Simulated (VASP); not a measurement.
Data:

```yaml
crystal:
  lattice:
    - [-1.67595, 1.67595, 2.58409]
    - [1.67595, -1.67595, 2.58409]
    - [1.67595, 1.67595, -2.58409]
  atoms:
    - { symbol: In, position: [0.00000, 0.00000, 0.00000] }
```

These are PBE GGA, VASP's PBE PAW potentials (set 64) (plane waves; VASP) values and carry that method's errors. Settings: 480 eV cut-off, 14×14×14 Γ-centred mesh, first-order Methfessel-Paxton smearing of 0.10 eV, potentials In_d.

**Question.** Give the stress tensor in GPa (positive for a compressed cell).

**Answer.** 
```
-1.83   0.00   0.00
 0.00  -1.83   0.00
 0.00   0.00  -1.68
```
The pressure is its mean diagonal, -1.78 GPa.

The compound is In in the bct structure. This cell was strained or had an atom moved on purpose.
